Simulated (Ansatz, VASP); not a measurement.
# As (arsenene 4 layers, AB): VASP beside Ansatz

One calculation is typed for both programs; each brings its own data sets. How far apart do they land? The structure shown is the start of the Ansatz relaxation below; VASP solves that cell, so the two are compared at the walk's first step.

Program: Ansatz 0.2.0. Level of theory: plane waves, with VASP 6.6.1 beside it; single point at LDA. Results are calculated unless marked as measured.

**1. The structure**

The cell holds 8 atoms: 8 As. Cell: a = 3.610 Å, b = 3.610 Å, c = 60.200 Å, α = 90.0°, β = 90.0°, γ = 120.0°. Vacuum lies along c.

**2. Ansatz: relaxation, LDA**

Ansatz runs on its default PAW (the set named soft_2) files.

The two programs are compared at the cell with which this relaxation starts, whose forces are those of its first step.

File input.yaml:

```yaml
crystal:
  lattice:
    - [3.61, 0.0, 0.0]
    - [-1.805, 3.1263517077, 0.0]
    - [0.0, 0.0, 60.2000000021]
  atoms:
    - { symbol: As, position: [0.6666666667, 0.3333333333, 0.3787375415] }
    - { symbol: As, position: [0.3333333333, 0.6666666667, 0.4019933555] }
    - { symbol: As, position: [0.0, 0.0, 0.4518272425] }
    - { symbol: As, position: [0.6666666667, 0.3333333333, 0.4750830565] }
    - { symbol: As, position: [0.6666666667, 0.3333333333, 0.5249169435] }
    - { symbol: As, position: [0.3333333333, 0.6666666667, 0.5481727575] }
    - { symbol: As, position: [0.0, 0.0, 0.5980066445] }
    - { symbol: As, position: [0.6666666667, 0.3333333333, 0.6212624585] }
  periodic: [true, true, false]
kpoints:
  mp_grid: { grid: [12, 12, 1] }
hamiltonian:
  xc: lda
scf:
  occupations: { method: fermi_dirac, width: 0.05 }
  convergence: { dr2_threshold: 1.0e-09 }
relax:
  f_tol: 0.004
  max_steps: 90
  cell: {}
output:
  write_potential: true
  write_density: true
  volumetric_format: npy
```

Run with:

```bash
$ ansatz run input.yaml --threads 8 --pin off --max-ram 12288MiB --backend cpu --events-out ev --progress --plain --runs-dir out
```

Numbers of over 12 decimals in the logs are rounded to 6 here.

The program printed:

```text
Warning: relax.cell: scf.convergence.dr2_threshold = 1e-9 eV is looser than the 1.32196443874e-10 eV advised for a relaxation that steers and ends on the stress (1e-10 eV for each atom of the cell: 8, times the square of relax.cell.stress_2d_tol = 0.05 N/m over 24.6 Å (the atoms' height at the walk's start and 5 Å past either face), 2.033e-2 GPa, over a crystal's default 0.05). What an SCF threshold leaves in a stress goes as its square root, and in the free energy as the threshold itself, and one threshold admits the most on a small cell: [figures from the program's tests cut] Set scf.convergence.dr2_threshold to 1.32196443874e-10 eV or tighter. [rest of the remark cut]
Engine: ansatz 0.2.0, aarch64-unknown-linux-gnu
Pseudopotentials: kind: paw
Pseudopotential: As, paw, valence charge 15, recommended cutoff 420 eV (normal), As.paw.azcp
Functional definition: SPW92
  exchange = slater_x
  correlation = pw_c
Crystal: 8 atoms, lattice volume = 679.425 Å³
Basis set: ecut = 420 eV, 13089 PW (Γ)
Bands: 72, of which v1, the nominal top of the filled ones, is band 60 counted from 1 (59 counted from 0)
Symmetry: 12 space group operations
Space group: P-3m1 (ITA 164), of the structure as read, at distance tolerance 8.8e-5 Å
k-points: 19 of 144
Non-local potential: As, projectors of the file, l = 0: 2, l = 1: 2, l = 2: 3, l = 3: 1
PAW form: soft (Blöchl's): semilocal exchange-correlation on the pseudo side does not see the compensation charge
PAW frozen core: As, regenerated for the run's functional, and the local potential with it (the file was generated under x = pbe(κ = 0.804, μ = 0.219515), c = pbe(β = 0.066725))
PAW one-centre angular grid: As, 590 points (default); XC on 64 Gauss nodes
Initial density: superposition of atomic densities (neutral atoms: chi_scale 0, normalization atom), corrected by the library's trained network
Initial wavefunctions: pseudopotential atomic-orbital guess
Functional: x = slater, c = lda
SCF iter   1: F=—  HF=-38188.284234 eV  |F-HF|=—  |Δ(HF+E_count)|=         —  Δρ=2.52e-3  dr2=7.24e-2  ethr=1.77e-3  ⟨swp⟩=10.9  Hψ=6409  notcnv=0  defer=9
preconditioner: auto → LDOS  [insulator: Δε(μ)=0.149 eV  Ē_g=8.779 eV  σ=0.050 eV  W_gap=0.53  n_scr=80 (ndim 8)  ℏωp=9.0 eV  f_vac=0.697  D(μ)=0.83/eV (n_scr^D=8)  ε∞_Penn≈2.1  β→1.0]
SCF iter   2: F=—  HF=-38188.287836 eV  |F-HF|=—  |Δ(HF+E_count)|=   3.60e-3  Δρ=1.79e-3  dr2=2.02e-1  ethr=6.03e-5  ⟨swp⟩=3.8  Hψ=3315  notcnv=0  defer=53
SCF iter   3: F=—  HF=-38188.275971 eV  |F-HF|=—  |Δ(HF+E_count)|=   1.19e-2  Δρ=1.26e-3  dr2=9.45e-2  ethr=6.03e-5  ⟨swp⟩=3.1  Hψ=2175  notcnv=0  defer=53
SCF iter   4: F=—  HF=-38188.265940 eV  |F-HF|=—  |Δ(HF+E_count)|=   1.00e-2  Δρ=3.20e-4  dr2=6.04e-3  ethr=6.03e-5  ⟨swp⟩=2.2  Hψ=1695  notcnv=0  defer=53
SCF iter   5: F=—  HF=-38188.265025 eV  |F-HF|=—  |Δ(HF+E_count)|=   9.14e-4  Δρ=8.69e-5  dr2=4.01e-4  ethr=5.03e-6  ⟨swp⟩=2.7  Hψ=1743  notcnv=0  defer=53
SCF iter   6: F=—  HF=-38188.264972 eV  |F-HF|=—  |Δ(HF+E_count)|=   5.32e-5  Δρ=2.03e-5  dr2=8.38e-6  ethr=3.34e-7  ⟨swp⟩=3.0  Hψ=1847  notcnv=0  defer=53
SCF iter   7: F=—  HF=-38188.265065 eV  |F-HF|=—  |Δ(HF+E_count)|=   9.27e-5  Δρ=3.18e-6  dr2=1.77e-7  ethr=6.98e-9  ⟨swp⟩=3.6  Hψ=2909  notcnv=0  defer=53
SCF iter   8: F=—  HF=-38188.265065 eV  |F-HF|=—  |Δ(HF+E_count)|=   3.48e-8  Δρ=9.62e-7  dr2=7.85e-9  ethr=1.48e-10  ⟨swp⟩=2.9  Hψ=2593  notcnv=0  defer=53
SCF iter   9: F=-38188.265065 eV  HF=-38188.265065 eV  |F-HF|=2.62e-10  |Δ(HF+E_count)|=   1.17e-9  Δρ=2.15e-7  dr2=3.49e-10  ethr=1.00e-12  ⟨swp⟩=11.4  Hψ=9657  notcnv=0
SCF 1 converged in 9 iterations: F = -38188.265065 eV  dr2 = 3.49e-10
  greatest PAW one-centre occupation: 0.999 electrons in one spin orbital (limit 2), on the As atom at site 5 (counted from 0), in its partial waves of l = 2
relax step   1: F+E_penalty+E_count = -38188.26506489 eV  Δ(F+E_penalty+E_count) = +0.000e0 eV  max|allowed force component| = 8.683e-1 eV/Å  Δτ_max = 0.0000 Å  P = -4.595 N/m  Ω = 679.425 Å³  fix = [c, alpha, beta]  reactions: c -0.000 N/m  (9 SCF iters, accepted)
Crystal: 8 atoms, lattice volume = 673.138 Å³
Basis set: ecut = 420 eV, 12933 PW (Γ)
Initial density: handed on by an earlier stage of this run
Initial wavefunctions: those handed on with the density
iter 1 solved again at ethr=7.63e-5 eV; its pass at ethr=3.10e-3 eV (dr2=9.16e-2 eV) is discarded
[...]
relax step  10: F+E_penalty+E_count = -38188.67203922 eV  Δ(F+E_penalty+E_count) = -4.426e-4 eV  max|allowed force component| = 3.801e-4 eV/Å  Δτ_max = 0.0000 Å  P = +0.014 N/m  Ω = 688.037 Å³  fix = [c, alpha, beta]  reactions: c +0.000 N/m  stress off target by 1.45e-2 N/m on what of the cell is left free  SCF on the basis re-selected at this cell (its energy is not comparable with the rows above)  (5 SCF iters)
basis re-selected at this cell: Δ(F+E_penalty+E_count) = -4.426e-4 eV, ΔP = +0.004 N/m vs the last step (what re-selecting the basis moved, of the pressure what is left beyond the Pulay correction that the steps carried, after the strain that the cell walked since its last selection, with what the two solves' SCF thresholds leave and, on support functions, any second-order correction that the steps lacked; it is no m [...]
WARN: The output density's exchange-correlation potential varies sharply where the density is thin. Do not read a vacuum level from v_tot or v_xc, or from such a field of the output density. On a cell that repeats whose density bears no net charge and no dipole along the vacuum's axis use v_es (v_loc + v_h of the components); under efield.dipole_correction with no amplitude use v_es + v_field, which holds any externa [...]
SCF converged after 5 iterations
Free energy (F): -38188.672039 eV
Harris-Foulkes:  -38188.672039 eV  (|F-HF|=1.14e-9)
Internal energy: -38188.664731 eV  (E = F + TS)
E sigma→0 (E₀):  -38188.668385 eV
Entropy (-TS):   -0.007308 eV (-0.914 meV/atom)
Fermi energy:    -4.426089 eV
--- Per-component energies (eV) ---
  E_band       = -3714.779267
  E_kinetic    = 827.457396
  E_local      = -1132621.117958  (includes V_loc(G=0)·N_el)
  E_nonlocal   = -5323.275901
  E_hartree    = 566108.396880
  E_xc         = -632.757191
  E_vxc        = -637.517949  (∫ρ·V_xc dr)
  E_paw        = -14024.705848  (= ΣΔE_a)
  E_vpaw       = 1822.874678  (= ΣTr[D̂ρ^β])
  E_aug_tail   = 0.000059  (compensation charges beyond the density's cutoff)
  E_ewald      = 547460.735991
  E_core_change = 16.601840  (= ΣΔE_core)
  E_smearing   = -0.007308  (= −TS)
  E_closure    = 0.000000  (closes the sum)
  Σ components = -38188.672039   (vs F -38188.672039, Δ=0.00e0)
--- Forces (eV/Å), atoms counted from 1 ---
  atom   1  As     0.00000000     0.00000000    -0.00018804
  atom   2  As     0.00000000    -0.00000000     0.00038014
  atom   3  As    -0.00000000     0.00000000     0.00021719
  atom   4  As     0.00000000    -0.00000000    -0.00018936
  atom   5  As     0.00000000     0.00000000     0.00018936
  atom   6  As     0.00000000    -0.00000000    -0.00021719
  atom   7  As     0.00000000     0.00000000    -0.00038014
  atom   8  As    -0.00000000    -0.00000000     0.00018804
  max |Σ_I F_I| component: 5.78e-19 eV/Å
--- 2D stress c σ (N/m, compression-positive) ---
        0.014498      -0.000000      -0.000000
       -0.000000       0.014498      -0.000000
       -0.000000      -0.000000       0.000000
  P = ½ c Tr σ = 0.0145 N/m
--- Band table (eV; the first three rows and the last of 19) ---
  k-point 0: bands = [... 56 lower, -5.9262, -5.9262, -5.1679, -4.4958, -4.3349, -3.7935, -3.0501, -3.0501, ... 8 higher]
  k-point 1: bands = [... 56 lower, -6.0283, -6.0169, -4.6440, -4.1101, -3.8376, -3.5528, -3.0757, -2.9286, ... 8 higher]
  k-point 2: bands = [... 56 lower, -6.3622, -6.0344, -5.1631, -4.9730, -3.6712, -3.3629, -2.6339, -2.4776, ... 8 higher]
  k-point 18: bands = [... 56 lower, -7.7786, -7.7786, -7.3472, -6.6661, -3.4692, -3.4692, -2.9866, -2.9866, ... 8 higher]
  the weakly bound empty levels are not read free of the cell's end (no_gap_told)
--- Relaxed structure (9 steps of the walk, 9 accepted, 1 SCFs on fresh bases) ---
  F+E_penalty+E_count = -38188.67203922 eV   max|allowed force component| = 3.801e-4 eV/Å   (the final SCF, on the basis selected at the relaxed cell)
  cell:  # Å, volume = 688.0371 Å³
    - [3.632807, 0.0, 0]
    - [-1.816404, 3.146103, 0]
    - [0, 0, 60.2000000021]
  atoms:
    - { symbol: As, position: [0.666667, 0.333333, 0.391372] }
    - { symbol: As, position: [0.333333, 0.666667, 0.413424] }
    - { symbol: As, position: [-6.883342538665249e-19, 1.3877787809430044e-17, 0.449396] }
    - { symbol: As, position: [0.666667, 0.333333, 0.471462] }
    - { symbol: As, position: [0.666667, 0.333333, 0.528538] }
    - { symbol: As, position: [0.333333, 0.666667, 0.550604] }
    - { symbol: As, position: [-1.1795947511438712e-17, 1.3877787809430044e-17, 0.586576] }
    - { symbol: As, position: [0.666667, 0.333333, 0.608628] }
```

The column dr2 measures how far the density is from self-consistency, as an energy; F and HF (Harris–Foulkes) agree once it is small.

**3. VASP: single point, LDA, start cell**

The same cell, functional (in two slightly different forms), mesh and smearing now go to VASP, with its own data sets.

Lines of VASP's logs that name or quote its potential files are left out, and so is its time.

File INCAR:

```
SYSTEM = As
PREC = Accurate
ENCUT = 400
EDIFF = 1E-06
NELM = 120
ISMEAR = -1
SIGMA = 0.05
LREAL = .FALSE.
ALGO = Normal
GGA = CA
NBANDS = 28
LORBIT = 11
LWAVE = .FALSE.
LCHARG = .FALSE.
ISIF = 2
LDIPOL = .TRUE.
IDIPOL = 3
DIPOL = 0.5 0.5 0.5
LVHAR = .TRUE.
LASPH = .TRUE.
GGA_COMPAT = .FALSE.
NELMDL = -8
KPAR = 2
```

File POSCAR:

```
As
1.0
    3.6100000000      0.0000000000      0.0000000000
   -1.8050000000      3.1263520000      0.0000000000
    0.0000000000      0.0000000000     60.2000000000
As
8
Direct
    0.6666666134      0.3333332267      0.3787375415
    0.3333332267      0.6666664534      0.4019933555
    0.0000000000      0.0000000000      0.4518272425
    0.6666666134      0.3333332267      0.4750830565
    0.6666666134      0.3333332267      0.5249169435
    0.3333332267      0.6666664534      0.5481727575
    0.0000000000      0.0000000000      0.5980066445
    0.6666666134      0.3333332267      0.6212624585
```

File KPOINTS:

```
Automatic mesh
0
Gamma
12 12 1
0 0 0
```

Potentials, in the order of the species: As (LDA family, release 64).

Run with:

```bash
$ mpirun -np 2 vasp_std
```

The program printed:

```text
[banner, memory and clock lines left out]
running    2 mpi-ranks, on    1 nodes
 distrk:  each k-point on    1 cores,    2 groups
 distr:  one band on    1 cores,    1 groups

 POSCAR found type information on POSCAR As
 POSCAR found :  1 types and       8 ions
 LDA part: xc-table for (Slater(with rela. corr.)+CA(PZ))
 , standard interpolation
|                                                                             |
|           W    W    AA    RRRRR   N    N  II  N    N   GGGG   !!!           |
|           W    W   A  A   R    R  NN   N  II  NN   N  G    G  !!!           |
|           W    W  A    A  R    R  N N  N  II  N N  N  G       !!!           |
|           W WW W  AAAAAA  RRRRR   N  N N  II  N  N N  G  GGG   !            |
|           WW  WW  A    A  R   R   N   NN  II  N   NN  G    G                |
|           W    W  A    A  R    R  N    N  II  N    N   GGGG   !!!           |
|                                                                             |
|     One of the lattice vectors is very long (>50 A), but AMIN is rather     |
|     large. This can spoil convergence since charge sloshing might occur     |
|     along the long lattice vector. If problems with convergence are         |
|     observed, try to decrease AMIN to a smaller value (e.g. 0.01).          |
|     Note: This warning only applies if the self-consistency cycle is        |
|     used.                                                                   |
|                                                                             |

 POSCAR, INCAR and KPOINTS ok, starting setup
 FFT: planning ... GRIDC
 FFT: planning ... GRID_SOFT
 FFT: planning ... GRID
 WAVECAR not read
 entering main loop
       N       E                     dE             d eps       ncg     rms          rms(c)
DAV:   1     0.260629188785E+03    0.26063E+03   -0.10726E+04  1112   0.810E+02
DAV:   2    -0.515964184316E+01   -0.26579E+03   -0.25550E+03  1568   0.166E+02
DAV:   3    -0.410839548747E+02   -0.35924E+02   -0.35656E+02  1248   0.687E+01
DAV:   4    -0.423040587164E+02   -0.12201E+01   -0.12162E+01  1468   0.157E+01
DAV:   5    -0.423331276064E+02   -0.29069E-01   -0.29040E-01  1544   0.215E+00
DAV:   6    -0.423340835573E+02   -0.95595E-03   -0.95583E-03  1540   0.383E-01
DAV:   7    -0.423341173194E+02   -0.33762E-04   -0.33759E-04  1544   0.622E-02
DAV:   8    -0.423341190805E+02   -0.17611E-05   -0.17610E-05  1268   0.131E-02    0.698E+00
DAV:   9    -0.421200956534E+02    0.21402E+00   -0.10105E-01  1232   0.120E+00    0.407E+00
DAV:  10    -0.420148758993E+02    0.10522E+00   -0.18090E-01  1256   0.163E+00    0.199E-01
DAV:  11    -0.420148242581E+02    0.51641E-04   -0.59508E-03  1448   0.375E-01    0.103E-01
DAV:  12    -0.420148005671E+02    0.23691E-04   -0.17537E-03  1360   0.195E-01    0.431E-02
DAV:  13    -0.420148763905E+02   -0.75823E-04   -0.19659E-04  1320   0.673E-02    0.253E-02
DAV:  14    -0.420149790359E+02   -0.10265E-03   -0.68759E-05  1304   0.329E-02    0.101E-02
[...]
DAV:  18    -0.420153212176E+02   -0.30316E-04   -0.25333E-06  1080   0.414E-03    0.133E-03
DAV:  19    -0.420153555212E+02   -0.34304E-04   -0.12242E-06   924   0.281E-03    0.786E-04
DAV:  20    -0.420153717768E+02   -0.16256E-04   -0.44445E-07   936   0.167E-03    0.531E-04
DAV:  21    -0.420153826616E+02   -0.10885E-04   -0.25171E-07   852   0.111E-03    0.275E-04
DAV:  22    -0.420153878654E+02   -0.52039E-05   -0.11199E-07   840   0.659E-04    0.175E-04
DAV:  23    -0.420153908143E+02   -0.29489E-05   -0.36018E-08   756   0.416E-04    0.978E-05
DAV:  24    -0.420153918211E+02   -0.10067E-05   -0.70275E-09   668   0.212E-04    0.567E-05
DAV:  25    -0.420153927989E+02   -0.97779E-06   -0.16460E-08   752   0.201E-04
   1 F= -.42015393E+02 E0= -.42011155E+02  d E =-.847467E-02
```

(Part 1 of 2 ends here.)

[Lines on the potential files, build, host, timing and source positions are cut from VASP's logs without a mark.]

[Logs are printed without paths, hosts, clocks, repeated set-up lines and the standing remarks that a program may print on its own settings, such as how far it seeks lower states.]

[Hosts, paths, dates, database ids (printed as entryN), source tags and the programs' standing remarks are cut or masked in the printed files.]
